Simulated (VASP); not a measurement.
Wanted: the native input for a VASP 6.6.1 run.

```
Task                   : single point
Functional             : PBE
Potentials or basis    : VASP PAW PBE potentials, release 64 (Mg, C)
Cutoff                 : 520 eV
k mesh                 : 9 × 9 × 1
Occupations            : gaussian, width 0.1 eV
Spin                   : no spin polarisation
Dipole correction      : yes
Further INCAR settings : ALGO = Fast; EDIFF = 1e-06; NBANDS = 14
```

The structure of Mg4C lies in POSCAR:

```
Mg4C
1.0
    3.2100692859      0.0000000000      0.0000000000
   -1.6050346429      2.7800015495      0.0000000000
    0.0000000000      0.0000000000     23.2147784313
Mg C
4 1
Direct
    0.6666666667      0.3333333333      0.1723040352
    0.3333333333      0.6666666667      0.2829644272
    0.6666666667      0.3333333333      0.3920793237
    0.3333333333      0.6666666667      0.5046258988
    0.3333333333      0.8333333333      0.5936605940
```

The cell isn't the ideal one: C over (0/6, 1/6) of the surface cell, its height relaxed.

The input as run:

INCAR

```
PREC = Accurate
ENCUT = 520
EDIFF = 1E-6
ISMEAR = 0
SIGMA = 0.1
LREAL = False
LASPH = True
NELM = 100
ALGO = Fast
ISIF = 2
LWAVE = False
LCHARG = False
LDIPOL = True
IDIPOL = 3
DIPOL = 0.5 0.5 0.389
GGA = PE
NBANDS = 14
```

KPOINTS

```
regular mesh
0
Gamma
  9 9 1
```

Potentials or basis: VASP PAW PBE potentials, release 64 (Mg, C).

The run is started by

```bash
$ cat potpaw_PBE.64/Mg/POTCAR potpaw_PBE.64/C/POTCAR > POTCAR
$ mpirun -np 1 vasp_std > vasp.out
```

Results of the run:

```
Largest force          : 0.498 eV/Å
Band gap on the k mesh : none (metal or under the smearing width)
```

Run time: 110 s on 1 thread of AMD EPYC 9R45 96-Core Processor (Zen 5) (shared host), peak memory 0.34 GiB.
